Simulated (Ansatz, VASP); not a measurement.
# H6C5N3ClO: VASP beside Ansatz, part 2 of 2

One calculation is typed for both programs; each brings its own data sets. How far apart do they land? The structure shown is frame 121 of Ansatz's trajectory.

VASP 6.6.1 and Ansatz 0.2.0.

So far: Starting point; Ansatz: dynamics, PBE with D3(BJ).

**3. VASP: single point, PBE with D3(BJ)**

Level of this step: PBE with D3(BJ); plane waves and PAW (H, C, N, Cl, O) (VASP).

The same cell, functional and mesh now go to VASP, with its own data sets.

Lines of VASP's logs that name or quote its potential files are left out, and so is its time.

Contents of INCAR:

```
SYSTEM = H6C5N3ClO
PREC = Accurate
ENCUT = 520
EDIFF = 1E-06
NELM = 120
ISMEAR = 0
SIGMA = 0.01
LREAL = Auto
ALGO = Normal
GGA = PE
IVDW = 12
NBANDS = 320
LORBIT = 11
LWAVE = .FALSE.
LCHARG = .FALSE.
ISIF = 2
LASPH = .TRUE.
GGA_COMPAT = .FALSE.
EFERMI = MIDGAP
NCORE = 4
```

Contents of POSCAR:

```
H6C5N3ClO
1.0
    7.6358000000      0.0000000000      0.0000000000
    0.0000000000     13.1342000000      0.0000000000
    0.0000000000      0.0000000000     13.7460000000
H C N Cl O
48 40 24 8 8
Direct
    0.3382749679      0.1124697355      0.6922013677
    0.1555305273      0.4103561694      0.2120544158
    0.6744676393      0.3838832970      0.3012658228
    0.8465255769      0.1692680178      0.8086716136
    0.5316404306      0.0518493703      0.7577840826
    0.9704418659      0.4617182622      0.2705368835
    0.5061945048      0.3134336313      0.2307434890
    0.0426674350      0.1967839686      0.7339298705
    0.5027763954      0.4489500693      0.2257674960
    0.9838392834      0.0702897778      0.7686090499
    0.5103460017      0.1865739824      0.7556452786
    0.9616281202      0.3284707101      0.2461588826
    0.8782969695      0.1105739215      0.1176778699
    0.5878755337      0.3344627004      0.6171177070
    0.1273082061      0.4444275251      0.9373417722
    0.3837842793      0.0752615310      0.4551796886
    0.9429005474      0.1344276774      0.9892623309
    0.6023861285      0.3395029770      0.4892259566
    0.1177348804      0.3471623700      0.0341917649
    0.4258492889      0.1990300132      0.5099374363
    0.1408627780      0.3118652069      0.9059871963
    0.3435134498      0.1877693350      0.3883166012
    0.8566751355      0.0124864857      0.0224428925
    0.6059352000      0.4562973002      0.5576604103
    0.3314256528      0.5758401730      0.7063582133
    0.1503575264      0.8809748595      0.1861777972
    0.6244401372      0.8360387386      0.2935472137
    0.7533853689      0.6618751047      0.7838498472
    0.5495560387      0.5601711562      0.7655172414
    0.9652033841      0.9249516529      0.2526771424
[... 92 atom lines left out ...]
    0.7019434768      0.3828706735      0.1516295650
    0.8235941224      0.1258546390      0.6640622727
    0.3410775557      0.6074751412      0.8488942238
    0.1748736216      0.8548826727      0.3353339153
    0.6633751539      0.8718155655      0.1537974684
    0.7960004191      0.6511626136      0.6388040157
```

Contents of KPOINTS:

```
Automatic mesh
0
Gamma
1 1 1
0 0 0
```

PAW data sets: H, C, N, Cl and O (PBE family, release 64).

Command:

```sh
$ mpirun -np 16 vasp_gam
```

Numbers of over 12 decimals in the logs are rounded to 6 here.

What it wrote:

```text
[banner, memory and clock lines left out]
running   16 mpi-ranks, on    1 nodes
[...]
LDA part: xc-table for (Slater+PW92), standard interpolation
 POSCAR, INCAR and KPOINTS ok, starting setup
[...]
entering main loop
       N       E                     dE             d eps       ncg     rms          rms(c)
DAV:   1     0.399668209819E+04    0.39967E+04   -0.22859E+05   640   0.128E+03
DAV:   2    -0.322424165871E+03   -0.43191E+04   -0.40458E+04   952   0.316E+02
DAV:   3    -0.846210984792E+03   -0.52379E+03   -0.51705E+03   792   0.115E+02
DAV:   4    -0.860259359438E+03   -0.14048E+02   -0.13991E+02   808   0.210E+01
[...]
DAV:  14    -0.800546914429E+03   -0.62544E-04   -0.93029E-05   752   0.228E-02    0.142E-02
DAV:  15    -0.800546919183E+03   -0.47538E-05   -0.17860E-05   800   0.103E-02    0.799E-03
DAV:  16    -0.800546918785E+03    0.39733E-06   -0.23315E-06   608   0.441E-03
   1 F= -.81054394E+03 E0= -.81054394E+03  d E =0.000000E+00
```

Parts of OUTCAR (step 3):

```text
  FREE ENERGIE OF THE ION-ELECTRON SYSTEM (eV)
  ---------------------------------------------------
  free  energy   TOTEN  =      -810.5439365104 eV

  energy  without entropy=     -810.5439365104  energy(sigma->0) =     -810.54393651
```

The run ends at a pressure of -1.50 GPa, with forces up to 4.1 eV/Å.

**4. Differences**

Known differences besides the potentials themselves: fixed occupations in Ansatz, narrow Gaussian smearing in VASP; the cutoff is 420 eV in Ansatz and 520 eV in VASP (PREC = Accurate, projectors in real space). Total energies have different zeros and are not compared.

Forces on 10 of the 128 atoms, those with the largest forces and the largest differences (eV/Å; atoms numbered as in POSCAR):

```tsv
atom	Ansatz x, y, z	VASP x, y, z
C50	2.860, -2.106, 1.498	3.003, -2.112, 1.635
C51	-0.242, -0.744, -1.170	-0.112, -0.713, -1.396
C67	-2.865, -1.628, -0.468	-2.877, -1.622, -0.468
C69	-0.413, -0.548, -2.420	-0.586, -0.559, -2.245
C72	2.268, 1.676, -1.461	2.170, 1.656, -1.677
C76	1.882, -1.536, -2.049	1.957, -1.536, -2.221
N98	2.776, 0.238, 1.783	2.751, 0.233, 1.727
N100	3.641, 0.314, -1.905	3.682, 0.317, -1.887
N103	-3.231, 0.356, -0.427	-3.297, 0.337, -0.460
O128	-1.471, 0.421, 2.514	-1.579, 0.433, 2.734
```

The forces differ by 55 meV/Å r.m.s., which is 5.4 % of the r.m.s. force of 1.020 eV/Å (both taken over all components).

**5. Results**

```json
{
  "r.m.s. force difference (single point, PBE with D3(BJ))": "5.4 % of the r.m.s. force"
}
```

What this shows: The r.m.s. force difference is 5.4 % of the r.m.s. force (single point, PBE with D3(BJ)), beyond the 3 % picked in this series as the mark of a large difference. What causes the difference of the single point, PBE with D3(BJ) pair stays open here. 2 further runs of this series are not shown here. How closely two codes agree says nothing of how well the functional describes the real material.

[Lines on the potential files, build, host, timing and source positions are cut from VASP's logs without a mark.]

[Logs are printed without paths, hosts, clocks, repeated set-up lines and the standing remarks that a program may print on its own settings, such as how far it seeks lower states.]

[Hosts, paths, dates, database ids (printed as entryN), source tags and the programs' standing remarks are cut or masked in the printed files.]
